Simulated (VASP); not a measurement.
Input:

```
CELL_PARAMETERS angstrom
      1.16689    -2.02111     0.00000
      1.16689     2.02111     0.00000
      0.00000     0.00000     3.56126
ATOMIC_POSITIONS crystal
  Be 0.33333 0.66667 0.25000
  Be 0.66667 0.33333 0.75000
```

Method: r2SCAN meta-GGA, VASP's PBE PAW potentials (set 64) (plane waves; VASP). Settings: 480 eV cut-off, 18×18×10 Γ-centred mesh, first-order Methfessel-Paxton smearing of 0.10 eV, potentials Be.

What does the run give for the energy per atom (σ→0), pressure, band gap (on the k-mesh) with the smallest direct gap where there is one?

```yaml
band gap (on the k-mesh): none (metal, semimetal or under 0.01 eV)
energy per atom (σ→0): -4.321 eV/atom
pressure: -6.26 GPa
```

The absolute energy has meaning only against runs of the same code, potentials and settings.

The compound is Be in the hcp structure. This cell was strained or had an atom moved on purpose.
